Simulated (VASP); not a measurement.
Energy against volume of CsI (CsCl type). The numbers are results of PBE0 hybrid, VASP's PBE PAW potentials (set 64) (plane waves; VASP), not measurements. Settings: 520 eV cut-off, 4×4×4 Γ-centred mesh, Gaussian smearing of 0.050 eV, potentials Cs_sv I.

| V (Å³/atom) | E (eV/atom) |
|---|---|
| 46.368 | -3.39612 |
| 47.897 | -3.40225 |
| 49.425 | -3.40448 |
| 50.954 | -3.40346 |

Question: Fit these four points and predict the energy of the run at 52.483 Å³/atom.

Answer: A cubic in V^(−2/3), the third-order Birch-Murnaghan form, passes through the four points with V0 = 49.67 Å³/atom and B0 = 11 GPa, and gives -3.3997 eV/atom there. The run gave -3.3998 eV/atom, -0.0 meV/atom from the fit; all five points give B0 = 11 GPa.

The compound is CsI in the CsCl type structure. It was relaxed first. The cell's shape comes from a PBE relaxation.
